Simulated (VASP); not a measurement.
An input for Quantum ESPRESSO's pw.x (written as the equivalent of a VASP run, and not itself run):

```
&CONTROL
  calculation = 'vc-relax'
  pseudo_dir = './pseudo'
  outdir = './out'
  tprnfor = .true.
  tstress = .true.
  nstep = 60
  forc_conv_thr = 0.00078
/
&SYSTEM
  ibrav = 0
  nat = 4
  ntyp = 2
  ecutwfc = 84
  occupations = 'smearing'
  smearing = 'gaussian'
  degauss = 0.003675
  input_dft = 'pbesol'
/
&ELECTRONS
  conv_thr = 7.3e-08
  electron_maxstep = 100
/
&IONS
/
&CELL
/
ATOMIC_SPECIES
  Mg 24.305 Mg.upf
  Te 127.600 Te.upf
CELL_PARAMETERS angstrom
     4.5560700    0.0000000    0.0000000
    -2.2780350    3.9456720    0.0000000
     0.0000000    0.0000000    7.4409300
ATOMIC_POSITIONS crystal
  Mg   0.3333330  0.6666670  0.0000000
  Mg   0.6666670  0.3333330  0.5000000
  Te   0.3333330  0.6666670  0.3750000
  Te   0.6666670  0.3333330  0.8750000
K_POINTS automatic
  5 5 3 0 0 0
```

Q: Translate this input to VASP (INCAR, KPOINTS, POSCAR, choice of POTCAR).

A: One answer among several that fit: 
File POSCAR:
```
MgTe
1.0
  4.5560700000   0.0000000000   0.0000000000
 -2.2780350000   3.9456720000   0.0000000000
  0.0000000000   0.0000000000   7.4409300000
Mg Te
2 2
Cart
 -0.0000022780   2.6304493152   0.0000000000
  2.2780372780   1.3152226848   3.7204650000
 -0.0000022780   2.6304493152   2.7903487500
  2.2780372780   1.3152226848   6.5108137500
```

File KPOINTS:
```
Automatic mesh
0
gamma
5 5 3
0 0 0
```

### INCAR
```
# general
SYSTEM   =  MgTe
PREC     =  Accurate
ENCUT    =  400
LREAL    =  .False.
LASPH    =  .True.

# electronic loop
EDIFF    =  1E-6
NELM     =  100
ALGO     =  Normal
LMAXMIX  =  4

# smearing
ISMEAR   =  0
SIGMA    =  0.05

# functional
GGA      =  PS

# ions
IBRION   =  2
NSW      =  60
ISIF     =  3
EDIFFG   =  -0.02

# output
LWAVE    =  .False.
LCHARG   =  .False.
```

POTCAR, in this order: Mg Te (PBE.64 set). Program: vasp_std.

Limits of the translation: the potentials are each code's own (VASP's PAW set, PseudoDojo norm-conserving files in pw.x), so ENCUT and ecutwfc are chosen apart and not converted; conv_thr bounds pw.x's estimated SCF error, while EDIFF bounds the energy change between steps; forc_conv_thr acts on force components and is met together with etot_conv_thr.

The structure was generated: MgTe was put into the wurtzite type (P6_3mc), which need not be its known phase. This run relaxes it. Symmetry was kept, so distortions that lower it aren't found. The start is the result of an earlier pass.
